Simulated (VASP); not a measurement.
Given:

```yaml
crystal:
  lattice:
    - [0.00000, 2.06835, 2.06835]
    - [2.06835, 0.00000, 2.06835]
    - [2.06835, 2.06835, 0.00000]
  atoms:
    - { symbol: Mg, position: [0.00000, 0.00000, 0.00000] }
    - { symbol: O, position: [0.50000, 0.50000, 0.50000] }
```

The numbers are results of optB88-vdW, VASP's PBE PAW potentials (set 64) (plane waves; VASP), not measurements. Numerical set-up: 520 eV cut-off, 11×11×11 Γ-centred mesh, Gaussian smearing of 0.050 eV, potentials Mg O.

**Question.** Give the stress tensor in GPa (positive for a compressed cell).

**Answer.** 
```
11.28   0.00   0.00
 0.00  11.28   0.00
 0.00   0.00  11.28
```
The pressure is its mean diagonal, 11.28 GPa.

The compound is MgO in the rock salt structure. This cell is one point of a volume scan, at 0.94 of the reference volume.
